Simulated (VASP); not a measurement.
All values below come from PBE GGA, VASP's PBE PAW potentials (set 64) (plane waves; VASP).

A VASP calculation is set up with these files.

### KPOINTS
```
Automatic mesh
0
Gamma
7 7 7
0 0 0
```

File POSCAR:
```
Pt3Ti
1
    3.9200000000     0.0000000000     0.0000000000
    0.0000000000     3.9200000000     0.0000000000
    0.0000000000     0.0000000000     3.9200000000
Ti Pt
1 3
Direct
  0.0000000000   0.0000000000   0.0000000000
  0.0000000000   0.5000000000   0.5000000000
  0.5000000000   0.0000000000   0.5000000000
  0.5000000000   0.5000000000   0.0000000000
```

### INCAR
```
SYSTEM = Pt3Ti
PREC = Accurate
ENCUT = 400
EDIFF = 1E-6
NELM = 100
ALGO = Damped
LREAL = .FALSE.
LASPH = .TRUE.
ISMEAR = 1
SIGMA = 0.1
GGA = PE
LMAXMIX = 6
LWAVE = .FALSE.
LCHARG = .FALSE.
ISIF = 2
```

POTCAR, in this order: Ti_sv Pt (PBE.64 set). Program: vasp_std.

The resulting files:

OSZICAR:
```
...
DMP:  12    -0.293715015781E+02   -0.10801E+00   -0.13611E+00   500   0.505E+00  -0.432E+00
DMP:  13    -0.294343613049E+02   -0.62860E-01   -0.30112E-01   500   0.825E-01  -0.189E-01
DMP:  14    -0.294576296523E+02   -0.23268E-01   -0.15915E-01   500   0.251E-01   0.383E-01
DMP:  15    -0.294711612455E+02   -0.13532E-01   -0.15040E-01   500   0.272E-01   0.271E-01
DMP:  16    -0.294813104456E+02   -0.10149E-01   -0.13011E-01   500   0.275E-01   0.131E-01
DMP:  17    -0.294891382959E+02   -0.78279E-02   -0.10904E-01   500   0.250E-01   0.591E-02
DMP:  18    -0.294953253822E+02   -0.61871E-02   -0.85984E-02   500   0.200E-01   0.382E-02
DMP:  19    -0.295000764998E+02   -0.47511E-02   -0.68242E-02   500   0.163E-01   0.197E-02
DMP:  20    -0.295037446729E+02   -0.36682E-02   -0.52730E-02   500   0.127E-01   0.138E-02
DMP:  21    -0.295065196675E+02   -0.27750E-02   -0.41052E-02   500   0.100E-01   0.560E-03
DMP:  22    -0.295086236567E+02   -0.21040E-02   -0.31042E-02   500   0.764E-02   0.314E-03
DMP:  23    -0.295101960511E+02   -0.15724E-02   -0.23504E-02   500   0.586E-02   0.349E-04
DMP:  24    -0.295113861208E+02   -0.11901E-02   -0.17214E-02   500   0.427E-02   0.931E-04
DMP:  25    -0.295122771275E+02   -0.89101E-03   -0.12592E-02   500   0.310E-02   0.124E-03
DMP:  26    -0.295129571667E+02   -0.68004E-03   -0.90096E-03   500   0.216E-02   0.251E-03
DMP:  27    -0.295134728834E+02   -0.51572E-03   -0.65256E-03   500   0.151E-02   0.319E-03
DMP:  28    -0.295138782775E+02   -0.40539E-03   -0.47851E-03   500   0.105E-02   0.389E-03
DMP:  29    -0.295142023344E+02   -0.32406E-03   -0.36273E-03   500   0.745E-03   0.424E-03
DMP:  30    -0.295144727084E+02   -0.27037E-03   -0.28482E-03   500   0.544E-03   0.440E-03
DMP:  31    -0.295147018238E+02   -0.22912E-03   -0.23511E-03   500   0.422E-03   0.435E-03
DMP:  32    -0.295149049755E+02   -0.20315E-03   -0.20453E-03   500   0.349E-03   0.425E-03
DMP:  33    -0.295150899573E+02   -0.18498E-03   -0.18475E-03   500   0.303E-03   0.415E-03
DMP:  34    -0.295152633750E+02   -0.17342E-03   -0.17153E-03   500   0.275E-03   0.403E-03
DMP:  35    -0.295154273413E+02   -0.16397E-03   -0.16217E-03   500   0.256E-03   0.392E-03
DMP:  36    -0.295155847928E+02   -0.15745E-03   -0.15538E-03   500   0.243E-03   0.381E-03
DMP:  37    -0.295157365368E+02   -0.15174E-03   -0.15000E-03   500   0.233E-03   0.371E-03
DMP:  38    -0.295158839996E+02   -0.14746E-03   -0.14552E-03   500   0.226E-03   0.362E-03
DMP:  39    -0.295160272755E+02   -0.14328E-03   -0.14137E-03   500   0.219E-03   0.353E-03
DMP:  40    -0.295161668948E+02   -0.13962E-03   -0.13749E-03   500   0.212E-03   0.344E-03
DMP:  41    -0.295163026928E+02   -0.13580E-03   -0.13342E-03   500   0.205E-03   0.336E-03
DMP:  42    -0.295164346860E+02   -0.13199E-03   -0.12960E-03   500   0.199E-03   0.326E-03
DMP:  43    -0.295165628471E+02   -0.12816E-03   -0.12569E-03   500   0.193E-03   0.317E-03
DMP:  44    -0.295166872324E+02   -0.12439E-03   -0.12202E-03   500   0.188E-03   0.307E-03
DMP:  45    -0.295168079093E+02   -0.12068E-03   -0.11806E-03   500   0.181E-03   0.298E-03
DMP:  46    -0.295169247045E+02   -0.11680E-03   -0.11495E-03   500   0.177E-03   0.289E-03
DMP:  47    -0.295170383337E+02   -0.11363E-03   -0.11143E-03   500   0.171E-03   0.281E-03
DMP:  48    -0.295171484819E+02   -0.11015E-03   -0.10834E-03   500   0.167E-03   0.272E-03
DMP:  49    -0.295172555074E+02   -0.10703E-03   -0.10560E-03   500   0.163E-03   0.264E-03
DMP:  50    -0.295173598083E+02   -0.10430E-03   -0.10329E-03   500   0.160E-03   0.257E-03
DMP:  51    -0.295174617888E+02   -0.10198E-03   -0.10077E-03   500   0.156E-03   0.252E-03
DMP:  52    -0.295175612780E+02   -0.99489E-04   -0.98750E-04   500   0.153E-03   0.245E-03
DMP:  53    -0.295176587569E+02   -0.97479E-04   -0.96576E-04   500   0.150E-03   0.241E-03
DMP:  54    -0.295177541044E+02   -0.95347E-04   -0.94649E-04   500   0.147E-03   0.235E-03
DMP:  55    -0.295178475572E+02   -0.93453E-04   -0.92655E-04   500   0.144E-03   0.231E-03
DMP:  56    -0.295179390746E+02   -0.91517E-04   -0.90657E-04   500   0.140E-03   0.226E-03
DMP:  57    -0.295180286362E+02   -0.89562E-04   -0.88408E-04   500   0.137E-03   0.221E-03
DMP:  58    -0.295181160123E+02   -0.87376E-04   -0.86203E-04   500   0.133E-03   0.216E-03
DMP:  59    -0.295182012201E+02   -0.85208E-04   -0.83540E-04   500   0.128E-03   0.211E-03
DMP:  60    -0.295182838195E+02   -0.82599E-04   -0.81201E-04   500   0.125E-03   0.204E-03
DMP:  61    -0.295183641031E+02   -0.80284E-04   -0.78324E-04   500   0.120E-03   0.198E-03
DMP:  62    -0.295184415499E+02   -0.77447E-04   -0.75901E-04   500   0.117E-03   0.191E-03
DMP:  63    -0.295185165758E+02   -0.75026E-04   -0.72781E-04   500   0.111E-03   0.185E-03
DMP:  64    -0.295185885138E+02   -0.71938E-04   -0.70064E-04   500   0.107E-03   0.178E-03
DMP:  65    -0.295186577339E+02   -0.69220E-04   -0.66847E-04   500   0.102E-03   0.171E-03
DMP:  66    -0.295187237690E+02   -0.66035E-04   -0.64183E-04   500   0.982E-04   0.163E-03
DMP:  67    -0.295187871464E+02   -0.63377E-04   -0.61208E-04   500   0.933E-04   0.156E-03
DMP:  68    -0.295188475868E+02   -0.60440E-04   -0.58816E-04   500   0.901E-04   0.149E-03
DMP:  69    -0.295189056502E+02   -0.58063E-04   -0.56150E-04   500   0.856E-04   0.143E-03
DMP:  70    -0.295189610867E+02   -0.55436E-04   -0.53929E-04   500   0.826E-04   0.137E-03
DMP:  71    -0.295190143253E+02   -0.53239E-04   -0.51546E-04   500   0.787E-04   0.131E-03
DMP:  72    -0.295190652260E+02   -0.50901E-04   -0.49576E-04   500   0.760E-04   0.126E-03
DMP:  73    -0.295191141804E+02   -0.48954E-04   -0.47524E-04   500   0.726E-04   0.121E-03
DMP:  74    -0.295191611351E+02   -0.46955E-04   -0.46049E-04   500   0.708E-04   0.116E-03
DMP:  75    -0.295192066432E+02   -0.45508E-04   -0.44408E-04   500   0.681E-04   0.112E-03
DMP:  76    -0.295192505609E+02   -0.43918E-04   -0.43050E-04   500   0.662E-04   0.109E-03
DMP:  77    -0.295192931562E+02   -0.42595E-04   -0.41519E-04   500   0.635E-04   0.105E-03
DMP:  78    -0.295193342733E+02   -0.41117E-04   -0.40300E-04   500   0.619E-04   0.102E-03
DMP:  79    -0.295193742042E+02   -0.39931E-04   -0.38921E-04   500   0.595E-04   0.989E-04
DMP:  80    -0.295194128148E+02   -0.38611E-04   -0.37950E-04   500   0.583E-04   0.957E-04
DMP:  81    -0.295194504749E+02   -0.37660E-04   -0.36826E-04   500   0.564E-04   0.935E-04
DMP:  82    -0.295194870464E+02   -0.36571E-04   -0.36062E-04   500   0.555E-04   0.908E-04
DMP:  83    -0.295195228515E+02   -0.35805E-04   -0.35108E-04   500   0.538E-04   0.889E-04
DMP:  84    -0.295195577228E+02   -0.34871E-04   -0.34472E-04   500   0.531E-04   0.866E-04
DMP:  85    -0.295195919446E+02   -0.34222E-04   -0.33635E-04   500   0.516E-04   0.850E-04
DMP:  86    -0.295196253439E+02   -0.33399E-04   -0.33067E-04   500   0.510E-04   0.829E-04
DMP:  87    -0.295196581586E+02   -0.32815E-04   -0.32301E-04   500   0.496E-04   0.815E-04
DMP:  88    -0.295196902157E+02   -0.32057E-04   -0.31751E-04   500   0.490E-04   0.795E-04
DMP:  89    -0.295197217046E+02   -0.31489E-04   -0.30992E-04   500   0.476E-04   0.781E-04
DMP:  90    -0.295197524439E+02   -0.30739E-04   -0.30396E-04   500   0.469E-04   0.762E-04
DMP:  91    -0.295197825678E+02   -0.30124E-04   -0.29566E-04   500   0.454E-04   0.747E-04
DMP:  92    -0.295198118712E+02   -0.29303E-04   -0.28886E-04   500   0.445E-04   0.726E-04
DMP:  93    -0.295198404791E+02   -0.28608E-04   -0.27968E-04   500   0.428E-04   0.709E-04
DMP:  94    -0.295198681818E+02   -0.27703E-04   -0.27206E-04   500   0.418E-04   0.686E-04
DMP:  95    -0.295198951108E+02   -0.26929E-04   -0.26231E-04   500   0.401E-04   0.667E-04
DMP:  96    -0.295199210823E+02   -0.25972E-04   -0.25437E-04   500   0.390E-04   0.643E-04
DMP:  97    -0.295199462530E+02   -0.25171E-04   -0.24451E-04   500   0.373E-04   0.623E-04
DMP:  98    -0.295199704623E+02   -0.24209E-04   -0.23678E-04   500   0.363E-04   0.599E-04
DMP:  99    -0.295199938957E+02   -0.23433E-04   -0.22739E-04   500   0.347E-04   0.580E-04
DMP: 100    -0.295200164198E+02   -0.22524E-04   -0.22030E-04   500   0.338E-04   0.558E-04
   1 F= -.29520016E+02 E0= -.29519947E+02  d E =-.207647E-03
```

OUTCAR:
```
------------------------ aborting loop EDIFF was not reached (unconverged)  ----------------------------
  FORCE on cell =-STRESS in cart. coord.  units (eV):
  Direction    XX          YY          ZZ          XY          YZ          ZX
  --------------------------------------------------------------------------------------
  Total        1.8219415      1.8219415      1.8219415      0.0000000      0.0000000     -0.0000000
  in kB       48.4603793     48.4603793     48.4603793      0.0000000      0.0000000     -0.0000000
  external PRESSURE =      48.4603793 kB  Pullay stress =       0.0000000 kB
  volume of cell :       60.24
      direct lattice vectors                 reciprocal lattice vectors
     3.920000000  0.000000000  0.000000000     0.255102041  0.000000000  0.000000000
     0.000000000  3.920000000  0.000000000     0.000000000  0.255102041  0.000000000
     0.000000000  0.000000000  3.920000000     0.000000000  0.000000000  0.255102041
 POSITION                                       TOTAL-FORCE (eV/Angst)
 -----------------------------------------------------------------------------------
      0.00000      0.00000      0.00000         0.000000      0.000000      0.000000
      0.00000      1.96000      1.96000         0.000000      0.000000      0.000000
      1.96000      0.00000      1.96000         0.000000      0.000000      0.000000
      1.96000      1.96000      0.00000         0.000000      0.000000      0.000000
 -----------------------------------------------------------------------------------
    total drift:                                0.000000      0.000000      0.000000
  FREE ENERGIE OF THE ION-ELECTRON SYSTEM (eV)
  ---------------------------------------------------
  free  energy   TOTEN  =       -29.5200164198 eV

  energy  without entropy=      -29.5198087727  energy(sigma->0) =      -29.51994720
```
(Selected blocks of OUTCAR.)

### stdout
```
...
DMP:  82    -0.295194870464E+02   -0.36571E-04   -0.36062E-04   500   0.555E-04   0.908E-04
DMP:  83    -0.295195228515E+02   -0.35805E-04   -0.35108E-04   500   0.538E-04   0.889E-04
DMP:  84    -0.295195577228E+02   -0.34871E-04   -0.34472E-04   500   0.531E-04   0.866E-04
DMP:  85    -0.295195919446E+02   -0.34222E-04   -0.33635E-04   500   0.516E-04   0.850E-04
DMP:  86    -0.295196253439E+02   -0.33399E-04   -0.33067E-04   500   0.510E-04   0.829E-04
DMP:  87    -0.295196581586E+02   -0.32815E-04   -0.32301E-04   500   0.496E-04   0.815E-04
DMP:  88    -0.295196902157E+02   -0.32057E-04   -0.31751E-04   500   0.490E-04   0.795E-04
DMP:  89    -0.295197217046E+02   -0.31489E-04   -0.30992E-04   500   0.476E-04   0.781E-04
DMP:  90    -0.295197524439E+02   -0.30739E-04   -0.30396E-04   500   0.469E-04   0.762E-04
DMP:  91    -0.295197825678E+02   -0.30124E-04   -0.29566E-04   500   0.454E-04   0.747E-04
DMP:  92    -0.295198118712E+02   -0.29303E-04   -0.28886E-04   500   0.445E-04   0.726E-04
DMP:  93    -0.295198404791E+02   -0.28608E-04   -0.27968E-04   500   0.428E-04   0.709E-04
DMP:  94    -0.295198681818E+02   -0.27703E-04   -0.27206E-04   500   0.418E-04   0.686E-04
DMP:  95    -0.295198951108E+02   -0.26929E-04   -0.26231E-04   500   0.401E-04   0.667E-04
DMP:  96    -0.295199210823E+02   -0.25972E-04   -0.25437E-04   500   0.390E-04   0.643E-04
DMP:  97    -0.295199462530E+02   -0.25171E-04   -0.24451E-04   500   0.373E-04   0.623E-04
DMP:  98    -0.295199704623E+02   -0.24209E-04   -0.23678E-04   500   0.363E-04   0.599E-04
DMP:  99    -0.295199938957E+02   -0.23433E-04   -0.22739E-04   500   0.347E-04   0.580E-04
DMP: 100    -0.295200164198E+02   -0.22524E-04   -0.22030E-04   500   0.338E-04   0.558E-04
 final diagonalization occupied

 -----------------------------------------------------------------------------
|                                                                             |
|           W    W    AA    RRRRR   N    N  II  N    N   GGGG   !!!           |
|           W    W   A  A   R    R  NN   N  II  NN   N  G    G  !!!           |
|           W    W  A    A  R    R  N N  N  II  N N  N  G       !!!           |
|           W WW W  AAAAAA  RRRRR   N  N N  II  N  N N  G  GGG   !            |
|           WW  WW  A    A  R   R   N   NN  II  N   NN  G    G                |
|           W    W  A    A  R    R  N    N  II  N    N   GGGG   !!!           |
|                                                                             |
|     The electronic self-consistency was not achieved in the given           |
|     number of steps (NELM). The forces and other quantities evaluated       |
|     might not be reliable so examine the results carefully. If you find     |
|     spurious results, we suggest increasing NELM, if you were close to      |
|     convergence or switching to a different ALGO or adjusting the           |
|     density mixing parameters otherwise.                                    |
|                                                                             |
 -----------------------------------------------------------------------------

   1 F= -.29520016E+02 E0= -.29519947E+02  d E =-.207647E-03
```

The run did not converge; its last values are not results.

The compound is Pt3Ti in the L1_2 structure. The cell was not relaxed at this level. The run is one of a series of settings (ALGO = Damped against the base run), some of them coarse on purpose.
